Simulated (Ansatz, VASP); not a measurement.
# Cross-check of NiF2 (1T-NiF2 bilayer, AB) between VASP and Ansatz, part 2 of 2

Aim: how closely do two programs agree when they are given the same cell, functional and k mesh? The structure shown is the start of the Ansatz relaxation below; VASP solves that cell, so the two are compared at the walk's first step.

VASP 6.6.1 and Ansatz 0.2.0.

So far: The structure; Ansatz: relaxation, PBE with D3(BJ), DFT+U.

**3. VASP: single point, PBE with D3(BJ), DFT+U, start cell**

Level of this step: PBE with D3(BJ), DFT+U (Ni d 3 eV), spin-polarised from an antiferromagnetic start; plane waves and PAW (F, Ni) (VASP).

The same cell, functional, mesh and smearing now go to VASP, with its own data sets.

Lines of VASP's logs that name or quote its potential files are left out, and so is its time.

INCAR reads:

```
SYSTEM = NiF2
PREC = Accurate
ENCUT = 520
EDIFF = 1E-06
NELM = 200
ISMEAR = -1
SIGMA = 0.05
LREAL = .FALSE.
ALGO = Normal
GGA = PE
IVDW = 12
NBANDS = 33
ISPIN = 2
MAGMOM = 0.11 0.11 -0.11 -0.11 1.71 -1.71
LDAU = .TRUE.
LDAUTYPE = 2
LDAUL = -1 2
LDAUU = 0 3
LDAUJ = 0 0
LDAUPRINT = 1
LASPH = .TRUE.
LMAXMIX = 4
LORBIT = 11
LWAVE = .FALSE.
LCHARG = .FALSE.
ISIF = 2
LDIPOL = .TRUE.
IDIPOL = 3
DIPOL = 0.5 0.5 0.5
LVHAR = .TRUE.
GGA_COMPAT = .FALSE.
NELMDL = -8
KPAR = 2
```

POSCAR reads:

```
NiF2
1.0
    2.4647480000      0.0000000000      0.0000000000
   -1.2323740000      2.1345340000      0.0000000000
    0.0000000000      0.0000000000     44.7968170000
F Ni
4 2
Direct
    0.6666665886      0.3333331772      0.4230211267
    0.3333334114      0.6666668228      0.4698639414
    0.0000000000      0.0000000000      0.5301360809
    0.6666665886      0.3333331772      0.5769788733
    0.0000000000      0.0000000000      0.4464425229
    0.3333334114      0.6666668228      0.5535574771
```

KPOINTS reads:

```
Automatic mesh
0
Gamma
18 18 1
0 0 0
```

The projector-augmented-wave data sets are F and Ni (PBE family, release 64).

Run with:

```
$ mpirun -np 2 vasp_std
```

Numbers of over 12 decimals in the logs are rounded to 6 here.

The log of the run:

```text
[banner, memory and clock lines left out]
running    2 mpi-ranks, on    1 nodes
 distrk:  each k-point on    1 cores,    2 groups
 distr:  one band on    1 cores,    1 groups

 POSCAR found type information on POSCAR F Ni
 POSCAR found :  2 types and       6 ions
 LDA part: xc-table for (Slater+PW92), standard interpolation
 POSCAR, INCAR and KPOINTS ok, starting setup
 FFT: planning ... GRIDC
 FFT: planning ... GRID_SOFT
 FFT: planning ... GRID
 WAVECAR not read
 entering main loop
       N       E                     dE             d eps       ncg     rms          rms(c)
DAV:   1     0.545558452713E+03    0.54556E+03   -0.21411E+04  4996   0.128E+03
DAV:   2     0.592401479751E+02   -0.48632E+03   -0.45917E+03  6196   0.346E+02
DAV:   3    -0.179057299601E+02   -0.77146E+02   -0.76288E+02  5545   0.172E+02
DAV:   4    -0.196983281556E+02   -0.17926E+01   -0.17859E+01  6020   0.316E+01
DAV:   5    -0.197368509647E+02   -0.38523E-01   -0.38499E-01  5739   0.430E+00
DAV:   6    -0.197382315310E+02   -0.13806E-02   -0.13804E-02  6128   0.787E-01
DAV:   7    -0.197383045630E+02   -0.73032E-04   -0.73031E-04  6940   0.163E-01
DAV:   8    -0.197383064447E+02   -0.18817E-05   -0.18816E-05  5387   0.236E-02    0.542E+01
DAV:   9    -0.181674034131E+02    0.15709E+01   -0.18463E+01  7830   0.683E+01    0.424E+01
DAV:  10    -0.166611626602E+02    0.15062E+01   -0.53980E+00  7406   0.539E+01    0.156E+01
DAV:  11    -0.186788414307E+02   -0.20177E+01   -0.18745E+00  7367   0.368E+01    0.139E+01
DAV:  12    -0.192771743687E+02   -0.59833E+00   -0.33194E-01  7263   0.158E+01    0.170E+00
DAV:  13    -0.192793839383E+02   -0.22096E-02   -0.16830E-01  7454   0.639E+00    0.687E-01
DAV:  14    -0.192856459399E+02   -0.62620E-02   -0.20360E-02  5669   0.122E+00    0.283E-01
[...]
DAV:  26    -0.193096352701E+02   -0.67228E-04   -0.37352E-07  4266   0.378E-03    0.144E-03
DAV:  27    -0.193096536323E+02   -0.18362E-04   -0.79494E-08  4216   0.180E-03    0.434E-04
DAV:  28    -0.193096693852E+02   -0.15753E-04   -0.42379E-08  4224   0.187E-03    0.326E-04
DAV:  29    -0.193096921300E+02   -0.22745E-04   -0.55920E-08  4103   0.116E-03    0.515E-04
DAV:  30    -0.193096974619E+02   -0.53319E-05   -0.12751E-08  4256   0.602E-04    0.183E-04
DAV:  31    -0.193097011173E+02   -0.36555E-05   -0.39704E-09  4052   0.405E-04    0.110E-04
DAV:  32    -0.193097023725E+02   -0.12551E-05   -0.18678E-09  4132   0.376E-04    0.551E-05
DAV:  33    -0.193097025329E+02   -0.16047E-06   -0.59101E-10  4087   0.243E-04
   1 F= -.20139062E+02 E0= -.20139062E+02  d E =-.319690E-10  mag=    -0.0000
```

From OUTCAR (step 3):

```text
ion  position               nearest neighbor table
   1  0.667  0.333  0.423-   5 1.77   5 1.77   5 1.77
   2  0.333  0.667  0.470-   5 1.77   5 1.77   5 1.77
   3  0.000  0.000  0.530-   6 1.77   6 1.77   6 1.77
   4  0.667  0.333  0.577-   6 1.77   6 1.77   6 1.77
   5  0.000  0.000  0.446-   1 1.77   1 1.77   1 1.77   2 1.77   2 1.77   2 1.77
   6  0.333  0.667  0.554-   4 1.77   3 1.77   3 1.77   3 1.77   4 1.77   4 1.77

  LATTYP: Found a hexagonal cell.
 ALAT       =     2.4647480000
 C/A-ratio  =    18.1750089664

 Subroutine GETGRP returns: Found 12 space group operations
 (whereof  6 operations were pure point group operations)

The static configuration has the point symmetry C_3v.
 The point group associated with its full space group is D_3d.

 Found     37 irreducible k-points:

   k-points           NKPTS =     37   k-points in BZ     NKDIM =     37   number of bands    NBANDS=     33

   dimension x,y,z NGX =    18 NGY =   18 NGZ =  336
   dimension x,y,z NGXF=    36 NGYF=   36 NGZF=  672

   ENCUT  =  520.0 eV  38.22 Ry    6.18 a.u.   4.58  4.58 83.29*2*pi/ulx,y,z

   NELECT =      48.0000    total number of electrons

 k-points in reciprocal lattice and weights: Automatic mesh
   0.00000000  0.00000000  0.00000000       0.003
   0.05555556 -0.00000000  0.00000000       0.019
   0.11111111 -0.00000000  0.00000000       0.019
   0.16666667  0.00000000  0.00000000       0.019
   0.22222222  0.00000000  0.00000000       0.019
   0.27777778  0.00000000  0.00000000       0.019
   0.33333333  0.00000000  0.00000000       0.019
   0.38888889  0.00000000  0.00000000       0.019
   0.44444444  0.00000000  0.00000000       0.019
[...]
0.33333333  0.27777778  0.00000000       0.037
   0.33333333  0.33333333  0.00000000       0.006

atom =   5  type =  2  l = 2

 onsite density matrix

spin component  1

  1.0415  0.0000  0.0000 -0.0596 -0.0000
  0.0000  1.0872  0.0000 -0.0000 -0.0596
  0.0000  0.0000  1.0006  0.0000 -0.0000
 -0.0596 -0.0000  0.0000  1.0872  0.0000
 -0.0000 -0.0596 -0.0000  0.0000  1.0415

spin component  2

  0.8057  0.0000  0.0000  0.3147 -0.0000
  0.0000  0.4883 -0.0000  0.0000  0.3147
  0.0000 -0.0000  0.9998  0.0000 -0.0000
  0.3147  0.0000  0.0000  0.4883 -0.0000
 -0.0000  0.3147 -0.0000 -0.0000  0.8057

 occupancies and eigenvectors

  o =  0.2946  v =  0.0000  0.0000  0.0000  0.0000  0.0000 -0.0000 -0.8516  0.0000  0.0000  0.5242      0.0000  0.0000  0.0000  0.0000  0.0000  0.0000  0.0000  0.0000  0.0000  0.0000
  o =  0.2946  v =  0.0000  0.0000  0.0000  0.0000  0.0000  0.5242 -0.0000  0.0000 -0.8516  0.0000      0.0000  0.0000  0.0000  0.0000  0.0000  0.0000  0.0000  0.0000  0.0000  0.0000
  o =  0.9994  v =  0.0000  0.0000  0.0000  0.0000  0.0000 -0.0000 -0.5242 -0.0004 -0.0000 -0.8516      0.0000  0.0000  0.0000  0.0000  0.0000  0.0000  0.0000  0.0000  0.0000  0.0000
  o =  0.9994  v =  0.0000  0.0000  0.0000  0.0000  0.0000  0.8516 -0.0000 -0.0000  0.5242 -0.0000      0.0000  0.0000  0.0000  0.0000  0.0000  0.0000  0.0000  0.0000  0.0000  0.0000
  o =  0.9998  v =  0.0000  0.0000  0.0000  0.0000  0.0000  0.0000 -0.0002  1.0000  0.0000 -0.0004      0.0000  0.0000  0.0000  0.0000  0.0000  0.0000  0.0000  0.0000  0.0000  0.0000
  o =  1.0006  v = -0.0000  0.5665  0.0022 -0.0000  0.8241  0.0000  0.0000  0.0000  0.0000  0.0000      0.0000  0.0000  0.0000  0.0000  0.0000  0.0000  0.0000  0.0000  0.0000  0.0000
  o =  1.0006  v = -0.8241 -0.0000 -0.0000 -0.5665 -0.0000  0.0000  0.0000  0.0000  0.0000  0.0000      0.0000  0.0000  0.0000  0.0000  0.0000  0.0000  0.0000  0.0000  0.0000  0.0000
[...]
o =  0.9994  v =  0.0000  0.5242  0.0004  0.0000  0.8516  0.0000  0.0000  0.0000  0.0000  0.0000      0.0000  0.0000  0.0000  0.0000  0.0000  0.0000  0.0000  0.0000  0.0000  0.0000
  o =  0.9994  v =  0.8516 -0.0000 -0.0000  0.5242 -0.0000  0.0000  0.0000  0.0000  0.0000  0.0000      0.0000  0.0000  0.0000  0.0000  0.0000  0.0000  0.0000  0.0000  0.0000  0.0000
  o =  0.9998  v = -0.0000  0.0002 -1.0000 -0.0000  0.0004  0.0000  0.0000  0.0000  0.0000  0.0000      0.0000  0.0000  0.0000  0.0000  0.0000  0.0000  0.0000  0.0000  0.0000  0.0000
  o =  1.0006  v =  0.0000  0.0000  0.0000  0.0000  0.0000 -0.0000  0.5665  0.0022 -0.0000  0.8241      0.0000  0.0000  0.0000  0.0000  0.0000  0.0000  0.0000  0.0000  0.0000  0.0000
  o =  1.0006  v =  0.0000  0.0000  0.0000  0.0000  0.0000 -0.8241 -0.0000 -0.0000 -0.5665 -0.0000      0.0000  0.0000  0.0000  0.0000  0.0000  0.0000  0.0000  0.0000  0.0000  0.0000
  o =  1.0006  v =  0.0000  0.0000  0.0000  0.0000  0.0000 -0.0000  0.0013 -1.0000 -0.0000  0.0018      0.0000  0.0000  0.0000  0.0000  0.0000  0.0000  0.0000  0.0000  0.0000  0.0000
  o =  1.1282  v =  0.0000  0.0000  0.0000  0.0000  0.0000  0.0000  0.8241  0.0000 -0.0000 -0.5665      0.0000  0.0000  0.0000  0.0000  0.0000  0.0000  0.0000  0.0000  0.0000  0.0000
  o =  1.1282  v =  0.0000  0.0000  0.0000  0.0000  0.0000 -0.5665  0.0000  0.0000  0.8241 -0.0000      0.0000  0.0000  0.0000  0.0000  0.0000  0.0000  0.0000  0.0000  0.0000  0.0000

 dipolmoment           0.000000      0.000000     -0.000006 electrons x Angstroem

 average (electrostatic) potential at core
       1 -84.5841       2 -84.5858       3 -84.5859       4 -84.5843       5 -95.2342
       6 -95.2343

 E-fermi :  -3.2946

 spin component 1
 k-point     1 :       0.0000    0.0000    0.0000
  band No.  band energies     occupation
    ...
     20      -6.0730      1.00000
     21      -6.0730      1.00000
     22      -5.5362      1.00000
     23      -4.5297      1.00000
     24      -4.5297      1.00000
     25      -0.7229      0.00000
     26      -0.7229      0.00000
     27       1.6134      0.00000
     28       1.9010      0.00000
     29       2.5737      0.00000
    ...

 k-point     2 :       0.0556   -0.0000    0.0000
  band No.  band energies     occupation
    ...
     20      -6.0446      1.00000
     21      -6.0046      1.00000
     22      -5.5080      1.00000
     23      -4.6201      1.00000
     24      -4.5478      1.00000
     25      -0.7728      0.00000
     26      -0.7139      0.00000
     27       1.7603      0.00000
     28       2.0271      0.00000
     29       2.6793      0.00000
    ...

 k-point     3 :       0.1111   -0.0000    0.0000
  band No.  band energies     occupation
    ...
     20      -6.0450      1.00000
     21      -5.8414      1.00000
     22      -5.4154      1.00000
     23      -4.8476      1.00000
     24      -4.5948      1.00000
     25      -0.8785      0.00000
     26      -0.6864      0.00000
     27       2.1684      0.00000
     28       2.3858      0.00000
     29       2.9923      0.00000
    ...

 k-point     4 :       0.1667    0.0000    0.0000
  band No.  band energies     occupation
    ...
     20      -6.1019      1.00000
     21      -5.6516      1.00000
     22      -5.2897      1.00000
     23      -5.0872      1.00000
     24      -4.6491      1.00000
     25      -0.9475      0.00000
     26      -0.6403      0.00000
     27       2.7715      0.00000
     28       2.9397      0.00000
     29       3.5075      0.00000
    ...

 k-point     5 :       0.2222    0.0000    0.0000
  band No.  band energies     occupation
    ...
     20      -5.9914      1.00000
     21      -5.4747      1.00000
     22      -5.2534      1.00000
     23      -5.1022      1.00000
     24      -4.6799      1.00000
     25      -0.9109      0.00000
     26      -0.5785      0.00000
     27       3.5249      0.00000
     28       3.6636      0.00000
     29       4.2231      0.00000
    ...

 k-point     6 :       0.2778    0.0000    0.0000
  band No.  band energies     occupation
    ...
     20      -5.8936      1.00000
     21      -5.3244      1.00000
     22      -5.1572      1.00000
     23      -4.9745      1.00000
     24      -4.6624      1.00000
     25      -0.7603      0.00000
     26      -0.5078      0.00000
     27       4.4081      0.00000
     28       4.5412      0.00000
     29       5.1367      0.00000
    ...

 Edisp (eV)   -0.82936

  Total      39.32524    39.32522    26.04232     0.00000     0.00000     0.00000
  in kB     267.33708   267.33698   177.03842     0.00000     0.00000     0.00000
  external pressure =      237.24 kB  Pullay stress =        0.00 kB

  energy-cutoff  :      520.00
  volume of cell :      235.68
      direct lattice vectors                 reciprocal lattice vectors
     2.464748000  0.000000000  0.000000000     0.405720991  0.234243165  0.000000000
    -1.232374000  2.134534000  0.000000000     0.000000000  0.468486330  0.000000000
     0.000000000  0.000000000 44.796817000     0.000000000  0.000000000  0.022323015

 POSITION                                       TOTAL-FORCE (eV/Angst)
 -----------------------------------------------------------------------------------
      1.23237      0.71151     18.95000         0.000000      0.000000     -6.287613
     -0.00000      1.42302     21.04841        -0.000000      0.000000      6.245943
      0.00000      0.00000     23.74841         0.000000     -0.000000     -6.245943
      1.23237      0.71151     25.84682        -0.000000     -0.000000      6.287613
      0.00000      0.00000     19.99920         0.000000     -0.000000      0.053235
     -0.00000      1.42302     24.79761        -0.000000     -0.000000     -0.053235
 -----------------------------------------------------------------------------------
    total drift:                               -0.000000      0.000605     -0.002903

  FREE ENERGIE OF THE ION-ELECTRON SYSTEM (eV)
  ---------------------------------------------------
  free  energy   TOTEN  =       -20.1390615505 eV

  energy  without entropy=      -20.1390615505  energy(sigma->0) =      -20.13906155

 vacuum level on the upper side and lower side of the slab         2.595         2.595

 total charge
# of ion       s       p       d       tot
------------------------------------------
    1        1.750   4.469   0.000   6.219
    2        1.750   4.471   0.000   6.221
    3        1.750   4.471   0.000   6.221
    4        1.750   4.469   0.000   6.219
    5        0.512   0.894   8.787  10.193
    6        0.512   0.894   8.787  10.193
--------------------------------------------------
tot          8.024  19.668  17.573  45.265

 magnetization (x)
# of ion       s       p       d       tot
------------------------------------------
    1        0.009   0.146   0.000   0.156
    2        0.009   0.146   0.000   0.155
    3       -0.009  -0.146   0.000  -0.155
    4       -0.009  -0.146   0.000  -0.156
    5       -0.002  -0.004   1.667   1.660
    6        0.002   0.004  -1.667  -1.660
--------------------------------------------------
tot          0.000   0.000   0.000   0.000

[... 6 further parts left out ...]
```

The magnetic state follows from one typed start and may not be the lowest.

**4. Side by side**

Known differences besides the potentials themselves: VASP starts from the moments at which Ansatz ended; U acts on the PAW sphere in VASP and on atomic orbitals in Ansatz, so only states and trends compare; Ansatz cuts the interaction across the vacuum, VASP repeats the sheet with a dipole correction; the data sets hold 64 valence electrons in Ansatz (on its default PAW (the set named soft_2) files) and 48 in VASP; the cutoff is 420 eV in Ansatz and 520 eV in VASP. Total energies have different zeros and are not compared.

Forces (eV/Å; atoms numbered as in POSCAR):

```
atom        Ansatz x, y, z          VASP x, y, z
  F1  0.000, 0.000, -7.010  0.000, 0.000, -6.288
  F2   0.000, 0.000, 6.968   0.000, 0.000, 6.246
  F3  0.000, 0.000, -6.968  0.000, 0.000, -6.246
  F4   0.000, 0.000, 7.010   0.000, 0.000, 6.288
 Ni5   0.000, 0.000, 0.054   0.000, 0.000, 0.053
 Ni6  0.000, 0.000, -0.054  0.000, 0.000, -0.053
```

The forces differ by 341 meV/Å r.m.s., which is 11.5 % of the r.m.s. force of 2.954 eV/Å (both taken over all components). Moments aren't recorded for both runs of this pair, so they may hold unlike magnetic states. With vacuum in the cell, a pressure given here is an average over mostly empty space and none of the material.

**5. Outcome**

| Quantity | Value |
| --- | --- |
| r.m.s. force difference (single point, PBE with D3(BJ), DFT+U, start cell) | 12 % of the r.m.s. force |

In words: The r.m.s. force difference is 12 % of the r.m.s. force (single point, PBE with D3(BJ), DFT+U, start cell). The data sets hold unlike numbers of valence electrons (64 in Ansatz and 48 in VASP), so part of the differences comes from the potentials. What causes the difference of the single point, PBE with D3(BJ), DFT+U, start cell pair stays open here. How closely two codes agree says nothing of how well the functional describes the real material.

[Lines on the potential files, build, host, timing and source positions are cut from VASP's logs without a mark.]

[Logs are printed without paths, hosts, clocks, repeated set-up lines and the standing remarks that a program may print on its own settings, such as how far it seeks lower states.]

[Hosts, paths, dates, database ids (printed as entryN), source tags and the programs' standing remarks are cut or masked in the printed files.]
